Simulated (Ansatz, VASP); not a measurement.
**TiGeB (TiGeB in the AlB2 type): VASP beside Ansatz**

Aim: how closely do two programs agree when they are given the same cell, functional and k mesh? The cell is generated by rule, not measured, and may not be a known phase. The cell is taken from a series of runs on this material, whose earlier steps may have relaxed, scaled, displaced or heated it; both programs get it as it stands.

Calculated with Ansatz 0.2.0; plane waves, with VASP 6.6.1 beside it; single point at PBE.

The structure was built from a prototype and need not be the compound's stable phase.

### Step 1. Set-up

The structure is hexagonal, space group P-6m2 (No. 187). The conventional cell has a = 3.732 Å, b = 3.732 Å, c = 3.918 Å, α = 90.00°, β = 90.00°, γ = 120.00°. Nearest to Ti lie 6 B at 2.91 Å and 6 Ge at 2.91 Å. B has 3 Ge at 2.15 Å and 6 Ti at 2.91 Å nearest. Nearest to Ge lie 3 B at 2.15 Å and 6 Ti at 2.91 Å. Farther neighbours are not listed.

Structure file:

```xyz
3
Lattice="3.7317 0.0000 0.0000 -1.8658 3.2317 0.0000 0.0000 0.0000 3.9183" Properties=species:S:1:pos:R:3 pbc="T T T"
Ti    0.0000    0.0000    0.0000
B     0.0000    2.1545    1.9591
Ge    1.8658    1.0772    1.9591
```

### Step 2. VASP: single point, PBE

With cell and atoms fixed, the geometry can't cause a difference; cores, projectors, grids and the points listed under the comparison can.

Lines of VASP's logs that name or quote its potential files are left out, and so is its time.

Input file INCAR:

```
SYSTEM = TiGeB
PREC = Accurate
ENCUT = 500
EDIFF = 1E-06
NELM = 120
ISMEAR = 0
SIGMA = 0.1
LREAL = .FALSE.
ALGO = Normal
GGA = PE
NBANDS = 20
LASPH = .TRUE.
LORBIT = 11
LWAVE = .FALSE.
LCHARG = .FALSE.
ISIF = 2
GGA_COMPAT = .FALSE.
```

Input file POSCAR:

```
TiGeB
1.0
    3.7316700000      0.0000000000      0.0000000000
   -1.8658300000      3.2317200000      0.0000000000
    0.0000000000      0.0000000000      3.9182500000
Ti B Ge
1 1 1
Direct
    0.0000000000      0.0000000000      0.0000000000
    0.3333333333      0.6666666667      0.5000000000
    0.6666666667      0.3333333333      0.5000000000
```

Input file KPOINTS:

```
Automatic mesh
0
Gamma
6 6 6
0 0 0
```

Potentials, in the order of the species: Ti_sv, B and Ge_d (PBE family, release 64).

Started as:

```sh
mpirun -np 1 vasp_std
```

Numbers of over 12 decimals in the logs are rounded to 6 here.

The program printed:

```text
[banner, memory and clock lines left out]
running    1 mpi-ranks, on    1 nodes
 distrk:  each k-point on    1 cores,    1 groups
 distr:  one band on    1 cores,    1 groups

 POSCAR found type information on POSCAR TiB Ge
 POSCAR found :  3 types and       3 ions
 LDA part: xc-table for (Slater+PW92), standard interpolation
 POSCAR, INCAR and KPOINTS ok, starting setup
 FFT: planning ... GRIDC
 FFT: planning ... GRID_SOFT
 FFT: planning ... GRID
 WAVECAR not read
 entering main loop
       N       E                     dE             d eps       ncg     rms          rms(c)
DAV:   1     0.237376144489E+03    0.23738E+03   -0.14134E+04  1192   0.291E+03
DAV:   2     0.812289092287E+01   -0.22925E+03   -0.22333E+03  1124   0.601E+02
DAV:   3    -0.206361956099E+02   -0.28759E+02   -0.28007E+02  1276   0.156E+02
DAV:   4    -0.224570025524E+02   -0.18208E+01   -0.17774E+01  1804   0.366E+01
DAV:   5    -0.224929667464E+02   -0.35964E-01   -0.35944E-01  1436   0.428E+00    0.118E+01
DAV:   6    -0.203585681827E+02    0.21344E+01   -0.44841E+01  1384   0.367E+01    0.103E+01
DAV:   7    -0.185409506765E+02    0.18176E+01   -0.11731E+01  1344   0.279E+01    0.281E+00
DAV:   8    -0.184957151756E+02    0.45236E-01   -0.62156E-01  1268   0.501E+00    0.152E+00
DAV:   9    -0.184705735628E+02    0.25142E-01   -0.14182E-01  1496   0.255E+00    0.537E-01
DAV:  10    -0.184681493966E+02    0.24242E-02   -0.12763E-02  1596   0.108E+00    0.281E-01
DAV:  11    -0.184672578218E+02    0.89157E-03   -0.21713E-03  1472   0.398E-01    0.844E-02
DAV:  12    -0.184672213796E+02    0.36442E-04   -0.46241E-04  1576   0.179E-01    0.200E-02
DAV:  13    -0.184672185843E+02    0.27953E-05   -0.32888E-05  1384   0.557E-02    0.643E-03
DAV:  14    -0.184672183866E+02    0.19773E-06   -0.21616E-06  1156   0.116E-02
   1 F= -.18467218E+02 E0= -.18456135E+02  d E =-.221677E-01
```

From OUTCAR (step 2):

```text
ion  position               nearest neighbor table
   1  0.000  0.000  0.000-   3 2.91   3 2.91   3 2.91   3 2.91   3 2.91   3 2.91
   2  0.333  0.667  0.500-   3 2.15   3 2.15   3 2.15
   3  0.667  0.333  0.500-   2 2.15   2 2.15   2 2.15   1 2.91   1 2.91   1 2.91   1 2.91   1 2.91
                             1 2.91

  LATTYP: Found a hexagonal cell.
 ALAT       =     3.7316700000
 C/A-ratio  =     1.0499990621

 Subroutine GETGRP returns: Found 12 space group operations
 (whereof 12 operations were pure point group operations)

The static configuration has the point symmetry D_3h.

 Found     28 irreducible k-points:

   k-points           NKPTS =     28   k-points in BZ     NKDIM =     28   number of bands    NBANDS=     20

   dimension x,y,z NGX =    28 NGY =   28 NGZ =   30
   dimension x,y,z NGXF=    56 NGYF=   56 NGZF=   60

   ENCUT  =  500.0 eV  36.75 Ry    6.06 a.u.   6.80  6.80  7.14*2*pi/ulx,y,z

   NELECT =      29.0000    total number of electrons

 k-points in reciprocal lattice and weights: Automatic mesh
   0.00000000  0.00000000  0.00000000       0.005
   0.16666667 -0.00000000  0.00000000       0.028
   0.33333333  0.00000000  0.00000000       0.028
   0.50000000  0.00000000  0.00000000       0.014
   0.16666667  0.16666667  0.00000000       0.028
   0.33333333  0.16666667  0.00000000       0.056
   0.33333333  0.33333333  0.00000000       0.009
   0.00000000  0.00000000  0.16666667       0.009
   0.16666667 -0.00000000  0.16666667       0.056
[...]
0.33333333  0.16666667  0.50000000       0.056
   0.33333333  0.33333333  0.50000000       0.009

 average (electrostatic) potential at core
       1 -74.6427       2 -26.7770       3 -72.4940

 E-fermi :   7.3068

 k-point     1 :       0.0000    0.0000    0.0000
  band No.  band energies     occupation
    ...
     10      -5.4985      2.00000
     11       4.3984      2.00000
     12       4.6520      2.00000
     13       4.6520      2.00000
     14       5.6280      2.00000
     15       7.7152      0.00000
     16       7.7152      0.00000
     17       7.8898      0.00000
     18       8.5137      0.00000
     19       8.5137      0.00000
    ...

 k-point     2 :       0.1667   -0.0000    0.0000
  band No.  band energies     occupation
    ...
     10      -5.1432      2.00000
     11       2.9059      2.00000
     12       4.3569      2.00000
     13       4.4311      2.00000
     14       5.7385      2.00000
     15       7.6503      0.00000
     16       7.8021      0.00000
     17       8.0429      0.00000
     18       8.0938      0.00000
     19       8.8239      0.00000
    ...

 k-point     3 :       0.3333    0.0000    0.0000
  band No.  band energies     occupation
    ...
     10      -4.1260      2.00000
     11       0.3401      2.00000
     12       3.8192      2.00000
     13       4.5691      2.00000
     14       5.4838      2.00000
     15       7.5249      0.00204
     16       7.8930      0.00000
     17       8.0471      0.00000
     18       8.5612      0.00000
     19       8.9666      0.00000
    ...

  Total       -6.0677000     -6.0676962     -5.7395805     -0.0000094      0.0000000     -0.0000000
  in kB     -205.7337687   -205.7336390   -194.6084246     -0.0003183      0.0000000     -0.0000000
  external PRESSURE =    -202.0252774 kB  Pullay stress =       0.0000000 kB

  energy-cutoff  :      500.00
  volume of cell :       47.25
      direct lattice vectors                 reciprocal lattice vectors
     3.731670000  0.000000000  0.000000000     0.267976536  0.154715959  0.000000000
    -1.865830000  3.231720000  0.000000000     0.000000000  0.309432748  0.000000000
     0.000000000  0.000000000  3.918250000     0.000000000  0.000000000  0.255215977

 POSITION                                       TOTAL-FORCE (eV/Angst)
 -----------------------------------------------------------------------------------
      0.00000      0.00000      0.00000         0.000000      0.000000      0.000000
      0.00000      2.15448      1.95913        -0.000000      0.000000      0.000000
      1.86584      1.07724      1.95913         0.000000      0.000000      0.000000
 -----------------------------------------------------------------------------------
    total drift:                                0.000026      0.000003      0.000000

  FREE ENERGIE OF THE ION-ELECTRON SYSTEM (eV)
  ---------------------------------------------------
  free  energy   TOTEN  =       -18.4672183866 eV

  energy  without entropy=      -18.4450507178  energy(sigma->0) =      -18.45613455

 total charge
# of ion       s       p       d       tot
------------------------------------------
    1        2.106   6.036   1.907  10.049
    2        0.641   0.995   0.000   1.636
    3        1.068   1.323  10.080  12.472
--------------------------------------------------
tot          3.815   8.354  11.987  24.157

[... 3 further parts left out ...]
```

This run has no spin polarisation. Its electron count is odd, so without a moment it is a metal by construction. The k-mesh is coarse for a metal.

### Step 3. Ansatz: single point, PBE

Ansatz runs on its PAW soft_1 files.

The same cell, functional, mesh and smearing now go to Ansatz, which takes its cutoff from its data sets.

Input file input.yaml:

```yaml
crystal:
  lattice:
    - [3.73167, 0.0, 0.0]
    - [-1.86583, 3.23172, 0.0]
    - [0.0, 0.0, 3.91825]
  atoms:
    - { symbol: Ti, position: [0.0, 0.0, 0.0] }
    - { symbol: B, position: [0.33333333, 0.66666667, 0.5] }
    - { symbol: Ge, position: [0.66666667, 0.33333333, 0.5] }
kpoints:
  mp_grid: { grid: [6, 6, 6] }
hamiltonian:
  xc: pbe
  pseudopotentials: { kind: paw, azcp: { folder: soft_1 } }
scf:
  occupations: { method: gaussian, width: 0.1 }
output:
  forces: true
  stress: true
  eigenvalues: true
```

Started as:

```sh
ansatz run input.yaml --threads 4 --pin off --max-ram 12288MiB --backend cpu --events-out ev --progress --plain --runs-dir out
```

The program printed:

```text
Engine: ansatz 0.2.0, aarch64-unknown-linux-gnu
Pseudopotentials: kind: paw
Pseudopotential: Ti, paw, valence charge 12, recommended cutoff 420 eV (normal), soft_1/Ti.paw.azcp
Pseudopotential: B, paw, valence charge 3, recommended cutoff 420 eV (normal), soft_1/B.paw.azcp
Pseudopotential: Ge, paw, valence charge 14, recommended cutoff 420 eV (normal), soft_1/Ge.paw.azcp
Functional definition: PBE
  parameter kappa = 0.804
  parameter beta = 0.066725
  exchange = pbe_x(kappa = kappa, mu = beta*pi^2/3)
  correlation = pbe_c(beta = beta)
Crystal: 3 atoms, lattice volume = 47.253 Å³
Basis set: ecut = 420 eV, 925 PW (Γ), exchange–correlation on 50×50×54 points (8 copies of the dense FFT grid, shifted against one another)
Bands: 19, of which v1, the nominal top of the filled ones, is band 15 counted from 1 (14 counted from 0)
Symmetry: 12 space group operations
Space group: P-6m2 (ITA 187), of the structure as read, at distance tolerance 3.6e-5 Å
k-points: 28 of 216 (time reversal used)
Non-local potential: Ti, projectors of the file, l = 0: 3, l = 1: 2, l = 2: 3, l = 3: 1
Non-local potential: B, projectors of the file, l = 0: 2, l = 1: 2, l = 2: 1
Non-local potential: Ge, projectors of the file, l = 0: 2, l = 1: 2, l = 2: 3, l = 3: 1
PAW form: soft (Blöchl's): semilocal exchange-correlation on the pseudo side does not see the compensation charge
PAW one-centre angular grid: Ti, 590 points (default); XC on 64 Gauss nodes
PAW one-centre angular grid: B, 110 points (default); XC on 64 Gauss nodes
PAW one-centre angular grid: Ge, 590 points (default); XC on 64 Gauss nodes
Initial density: superposition of atomic densities (chi_scale 0.1, normalization cell, long waves kept (reshape's long-wave potential 0.00 eV rms))
Initial wavefunctions: pseudopotential atomic-orbital guess
Functional: x = pbe(κ = 0.804, μ = 0.219515), c = pbe(β = 0.066725)
SCF iter   1: F=—  HF=-6950.250098 eV  |F-HF|=—  |Δ(HF+E_count)|=         —  Δρ=3.91e-2  dr2=9.70e-1  ethr=3.10e-3  ⟨swp⟩=4.1  Hψ=2077  notcnv=0
preconditioner: auto → none  [metal: Δε(μ)=0.012 eV  Ē_g=14.444 eV  σ=0.100 eV  W_gap=0.07  n_scr=8 (ndim 8)  ℏωp=24.8 eV  f_vac=0.000  D(μ)=4.62/eV (n_scr^D=58)  sad-step TF]
SCF iter   2: F=—  HF=-6950.054798 eV  |F-HF|=—  |Δ(HF+E_count)|=   1.95e-1  Δρ=2.42e-2  dr2=3.37e-1  ethr=3.10e-3  ⟨swp⟩=2.9  Hψ=1075  notcnv=0  defer=4
SCF iter   3: F=—  HF=-6949.989927 eV  |F-HF|=—  |Δ(HF+E_count)|=   6.49e-2  Δρ=4.65e-3  dr2=9.37e-3  ethr=1.16e-3  ⟨swp⟩=2.1  Hψ=927  notcnv=0  defer=4
SCF iter   4: F=—  HF=-6949.981968 eV  |F-HF|=—  |Δ(HF+E_count)|=   7.96e-3  Δρ=1.37e-3  dr2=6.21e-4  ethr=3.23e-5  ⟨swp⟩=2.0  Hψ=924  notcnv=0  defer=4
SCF iter   5: F=—  HF=-6949.982410 eV  |F-HF|=—  |Δ(HF+E_count)|=   4.42e-4  Δρ=2.87e-4  dr2=3.01e-5  ethr=2.14e-6  ⟨swp⟩=2.0  Hψ=817  notcnv=0  defer=4
SCF iter   6: F=—  HF=-6949.982429 eV  |F-HF|=—  |Δ(HF+E_count)|=   1.90e-5  Δρ=1.16e-4  dr2=5.74e-6  ethr=1.04e-7  ⟨swp⟩=2.0  Hψ=832  notcnv=0  defer=4
SCF iter   7: F=—  HF=-6949.982427 eV  |F-HF|=—  |Δ(HF+E_count)|=   2.00e-6  Δρ=2.99e-5  dr2=3.07e-7  ethr=1.98e-8  ⟨swp⟩=2.1  Hψ=748  notcnv=0  defer=4
SCF iter   8: F=-6949.982427 eV  HF=-6949.982427 eV  |F-HF|=9.09e-10  |Δ(HF+E_count)|=   9.46e-8  Δρ=2.77e-6  dr2=2.12e-9  ethr=3.45e-10  ⟨swp⟩=5.0  Hψ=1790  notcnv=0
SCF 1 converged in 8 iterations: F = -6949.982427 eV  dr2 = 2.12e-9
  greatest PAW one-centre occupation: 0.999 electrons in one spin orbital (limit 2), on the Ti atom at site 0 (counted from 0), in its partial waves of l = 0
SCF converged after 8 iterations
Free energy (F): -6949.982427 eV
Harris-Foulkes:  -6949.982427 eV  (|F-HF|=9.09e-10)
Internal energy: -6949.960306 eV  (E = F + TS)
E sigma→0 (E₀):  -6949.971367 eV
Entropy (-TS):   -0.022121 eV (-7.374 meV/atom)
Fermi energy:    11.280137 eV
--- Per-component energies (eV) ---
  E_band       = -299.150114
  E_kinetic    = 411.863670
  E_local      = -3070.633129  (includes V_loc(G=0)·N_el)
  E_nonlocal   = 289.458557
  E_hartree    = 1392.163066
  E_xc         = -216.266539
  E_vxc        = -243.635001  (∫ρ·V_xc dr)
  E_paw        = -3135.347963  (= ΣΔE_a)
  E_vpaw       = -470.531714  (= ΣTr[D̂ρ^β])
  E_aug_tail   = -0.000063  (compensation charges beyond the density's cutoff)
  E_ewald      = -2621.197906
  E_smearing   = -0.022121  (= −TS)
  E_closure    = 0.000000  (closes the sum)
  Σ components = -6949.982427   (vs F -6949.982427, Δ=0.00e0)
--- Forces (eV/Å), atoms counted from 1 ---
  atom   1  Ti     0.00000000     0.00000000    -0.00000000
  atom   2  B     -0.00000000    -0.00000000     0.00000000
  atom   3  Ge     0.00000000     0.00000000     0.00000000
  max |Σ_I F_I| component: 2.17e-16 eV/Å
--- Stress (GPa, compression-positive) ---
      -20.479484      -0.000000      -0.000000
       -0.000000     -20.479484      -0.000000
       -0.000000      -0.000000     -19.435899
  P = ⅓ Tr σ = -20.1316 GPa (-201.316 kbar)
--- Band table (eV; the first three rows and the last of 28) ---
  k-point 0: bands = [... 11 lower, 8.6244, 8.6244, 9.5988, 11.6892, 11.6892, 11.8589, 12.4871, 12.4871]
  k-point 1: bands = [... 11 lower, 8.7975, 8.7975, 10.5432, 11.2432, 11.2432, 12.0097, 12.2674, 12.2674]
  k-point 2: bands = [... 11 lower, 9.2558, 9.2558, 10.7057, 10.7057, 11.3383, 11.5743, 11.5743, 12.3926]
  k-point 27: bands = [... 11 lower, 5.7129, 7.8859, 8.4181, 12.0645, 12.3497, 12.4704, 12.7990, 13.0286]
```

Reading the cycles: dr2 is the Hartree energy of the density residual (eV), the measure of convergence; HF is the Harris–Foulkes estimate of the energy, which meets the free energy F at convergence.

The run ends at a pressure of -20.13 GPa.

### Step 4. Differences

Known differences besides the potentials themselves: the cutoff is 420 eV in Ansatz and 500 eV in VASP. Total energies have different zeros and are not compared.

Both answers:

```csv
quantity,Ansatz,VASP,difference
pressure (GPa),-20.13,-20.20,+0.07
```

### Step 5. Results

* difference in pressure (single point, PBE): 0.071 GPa

**Reading.** The difference in pressure is 0.071 GPa (single point, PBE), within the 1 GPa picked in this series as the mark of a large difference. How closely two codes agree says nothing of how well the functional describes the real material.

[Lines on the potential files, build, host, timing and source positions are cut from VASP's logs without a mark.]

[Logs are printed without paths, hosts, clocks, repeated set-up lines and the standing remarks that a program may print on its own settings, such as how far it seeks lower states.]

[Hosts, paths, dates, database ids (printed as entryN), source tags and the programs' standing remarks are cut or masked in the printed files.]
